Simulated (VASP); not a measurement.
Output of a VASP run:

**OSZICAR**
```
...
DAV:   5    -0.241891970665E+02    0.67715E-03   -0.51873E-03  5404   0.864E-01    0.592E-02
DAV:   6    -0.241891236541E+02    0.73412E-04   -0.41916E-04  5434   0.184E-01    0.154E-02
DAV:   7    -0.241891212001E+02    0.24540E-05   -0.23380E-05  5374   0.593E-02    0.210E-02
DAV:   8    -0.241891204862E+02    0.71384E-06   -0.28367E-06  4026   0.237E-02
   2 F= -.20844288E+02 E0= -.20844247E+02  d E =0.152775E+00
       N       E                     dE             d eps       ncg     rms          rms(c)
DAV:   1    -0.252597129112E+02   -0.10706E+01   -0.17007E+01  5009   0.652E+01    0.135E+01
DAV:   2    -0.246953577949E+02    0.56436E+00   -0.14894E+00  5049   0.156E+01    0.285E+00
DAV:   3    -0.246087930029E+02    0.86565E-01   -0.16655E-01  5244   0.378E+00    0.780E-01
DAV:   4    -0.245951166618E+02    0.13676E-01   -0.38098E-02  5429   0.234E+00    0.944E-01
DAV:   5    -0.245952843977E+02   -0.16774E-03   -0.30969E-03  5386   0.671E-01    0.874E-02
DAV:   6    -0.245950622606E+02    0.22214E-03   -0.63404E-04  5429   0.197E-01    0.130E-02
DAV:   7    -0.245950611350E+02    0.11257E-05   -0.30602E-05  5469   0.523E-02    0.173E-02
DAV:   8    -0.245950608806E+02    0.25439E-06   -0.86496E-07  2932   0.911E-03
   3 F= -.21008257E+02 E0= -.21008311E+02  d E =-.111943E-01
       N       E                     dE             d eps       ncg     rms          rms(c)
DAV:   1    -0.245931358531E+02    0.19253E-02   -0.10474E-03  4984   0.493E-01    0.107E-01
DAV:   2    -0.245931008871E+02    0.34966E-04   -0.81856E-05  5029   0.121E-01    0.215E-02
DAV:   3    -0.245930952838E+02    0.56033E-05   -0.98962E-06  5244   0.313E-02    0.615E-03
DAV:   4    -0.245930944473E+02    0.83643E-06   -0.19620E-06  3305   0.172E-02
   4 F= -.21008270E+02 E0= -.21008324E+02  d E =-.112071E-01
       N       E                     dE             d eps       ncg     rms          rms(c)
DAV:   1    -0.245917781406E+02    0.13171E-02   -0.46295E-04  4974   0.328E-01    0.729E-02
DAV:   2    -0.245917622906E+02    0.15850E-04   -0.35962E-05  4994   0.806E-02    0.153E-02
DAV:   3    -0.245917596949E+02    0.25957E-05   -0.47034E-06  5034   0.217E-02    0.399E-03
DAV:   4    -0.245917593369E+02    0.35802E-06   -0.84531E-07  2472   0.114E-02
   5 F= -.21008267E+02 E0= -.21008321E+02  d E =-.112045E-01
       N       E                     dE             d eps       ncg     rms          rms(c)
DAV:   1    -0.245917525358E+02    0.71590E-05   -0.44001E-02  4954   0.254E+00    0.177E-01
DAV:   2    -0.245907944069E+02    0.95813E-03   -0.18442E-03  5194   0.436E-01    0.961E-02
DAV:   3    -0.245904585919E+02    0.33581E-03   -0.79751E-04  5234   0.268E-01    0.380E-02
DAV:   4    -0.245904584759E+02    0.11601E-06   -0.21909E-05  5184   0.490E-02    0.217E-02
DAV:   5    -0.245904578032E+02    0.67269E-06   -0.16830E-06  3836   0.139E-02
   6 F= -.21008234E+02 E0= -.21008287E+02  d E =0.333844E-04
       N       E                     dE             d eps       ncg     rms          rms(c)
DAV:   1    -0.245916651886E+02   -0.12067E-02   -0.13141E-02  4954   0.139E+00    0.967E-02
DAV:   2    -0.245913804404E+02    0.28475E-03   -0.54906E-04  5199   0.238E-01    0.522E-02
DAV:   3    -0.245912807835E+02    0.99657E-04   -0.23940E-04  5229   0.146E-01    0.209E-02
DAV:   4    -0.245912807680E+02    0.15522E-07   -0.64899E-06  5151   0.268E-02
   7 F= -.21008362E+02 E0= -.21008416E+02  d E =-.945456E-04
```

File OUTCAR:
```
------------------------ aborting loop because EDIFF is reached ----------------------------------------
  FORCE on cell =-STRESS in cart. coord.  units (eV):
  Direction    XX          YY          ZZ          XY          YZ          ZX
  --------------------------------------------------------------------------------------
  Total        3.5979384      3.5979387      3.6032091      0.0000000      0.0000000      0.0000000
  in kB      301.2575821    301.2576037    301.6988970      0.0000000      0.0000000      0.0000000
  external PRESSURE =       1.4046943 kB  Pullay stress =     300.0000000 kB
  volume of cell :       19.13
      direct lattice vectors                 reciprocal lattice vectors
     1.412342292 -2.446248696 -0.000000000     0.354021828 -0.204394590  0.000000000
     1.412342292  2.446248696 -0.000000000     0.354021828  0.204394590 -0.000000000
     0.000000000  0.000000000  2.769209129     0.000000000  0.000000000  0.361113933
 POSITION                                       TOTAL-FORCE (eV/Angst)
 -----------------------------------------------------------------------------------
      0.00000     -0.00000     -0.00000         0.000000     -0.000000      0.000000
      1.41234      0.81542      1.38460         0.000000      0.000000      0.000000
 -----------------------------------------------------------------------------------
    total drift:                                0.000000     -0.000359      0.000000
  FREE ENERGIE OF THE ION-ELECTRON SYSTEM (eV)
  ---------------------------------------------------
  free  energy   TOTEN  =       -24.5912807680 eV

  energy  without entropy=      -24.5914444068  energy(sigma->0) =      -24.59133531
  enthalpy is  TOTEN    =       -21.0083617369 eV   P V=        3.5829190311

 reached required accuracy - stopping structural energy minimisation
```
(Selected blocks of OUTCAR.)

**POSCAR**
```
WC
1
    1.4221248079    -2.4631925029     0.0000000000
    1.4221248079     2.4631925029     0.0000000000
    0.0000000000     0.0000000000     2.7838037006
W C
1 1
Direct
  0.0000000000   0.0000000000   0.0000000000
  0.3333330000   0.6666670000   0.5000000000
```

Task: Write an INCAR and KPOINTS that could have produced this output.

Result: Several could match; the one computed here: the input of the run itself, LDA (Ceperley-Alder, Perdew-Zunger), plane waves, VASP's LDA PAW potentials (set 64).

KPOINTS:
```
Regular mesh
0
gamma
15 15 13
0 0 0
```

### INCAR
```
SYSTEM  =  WC
PREC  =  Accurate; ENCUT  =  620; LREAL  =  .FALSE.
LASPH  =  .TRUE.
EDIFF  =  1E-6; NELM  =  100; ALGO  =  Normal
LMAXMIX  =  6
ISMEAR  =  1; SIGMA  =  0.1
IBRION  =  2; NSW  =  40; ISIF  =  3
EDIFFG  =  -0.02; PSTRESS  =  300
LWAVE  =  .FALSE.; LCHARG  =  .FALSE.
```

POTCAR, in this order: W_sv C (LDA.64 set). Program: vasp_std.

The compound is WC in the wc structure. This run relaxes it under an external pressure of 30 GPa. Symmetry was kept, so distortions that lower it aren't found.
